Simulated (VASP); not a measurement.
OSZICAR of a VASP run on CsPbCl₃ (cubic perovskite):

File OSZICAR:
```
       N       E                     dE             d eps       ncg     rms          rms(c)
DAV:   1     0.422507543893E+03    0.42251E+03   -0.19142E+04   520   0.153E+03
DAV:   2     0.345279742134E+02   -0.38798E+03   -0.37908E+03   648   0.353E+02
DAV:   3    -0.163762036388E+02   -0.50904E+02   -0.50690E+02   612   0.135E+02
DAV:   4    -0.184210796726E+02   -0.20449E+01   -0.20397E+01   704   0.333E+01
DAV:   5    -0.184688301113E+02   -0.47750E-01   -0.47715E-01   672   0.410E+00    0.508E+00
DAV:   6    -0.175689032832E+02    0.89993E+00   -0.19126E+00   720   0.146E+01    0.337E+00
DAV:   7    -0.175238112055E+02    0.45092E-01   -0.68789E-01   760   0.494E+00    0.188E+00
DAV:   8    -0.175385568467E+02   -0.14746E-01   -0.86375E-02   744   0.252E+00    0.276E-01
DAV:   9    -0.175368493769E+02    0.17075E-02   -0.23065E-02   758   0.118E+00    0.137E-01
DAV:  10    -0.175373967267E+02   -0.54735E-03   -0.23640E-03   662   0.331E-01    0.385E-02
DAV:  11    -0.175374724457E+02   -0.75719E-04   -0.17857E-04   708   0.106E-01    0.126E-02
DAV:  12    -0.175374767881E+02   -0.43424E-05   -0.28727E-05   678   0.605E-02    0.931E-03
DAV:  13    -0.175374755307E+02    0.12574E-05   -0.50961E-06   722   0.118E-02    0.227E-03
DAV:  14    -0.175374756238E+02   -0.93092E-07   -0.86240E-07   596   0.793E-03
   1 F= -.18552557E+02 E0= -.18552557E+02  d E =-.161615E-10
```

Question: Which electronic solver shows in the log?

Answer: It is blocked Davidson (ALGO = Normal, or the opening steps of other solvers). The INCAR had ALGO = Normal.

Question: Can the final energy be trusted as converged?

Answer: The run converged. It stopped with EDIFF = 1E-7, NELM = 100 (PBE GGA with D3 dispersion (zero damping), plane waves, VASP's PBE PAW potentials (set 64)).

The compound is CsPbCl3 in the cubic perovskite structure, the ideal cubic form; the compound distorts at low or room temperature. It was relaxed first.
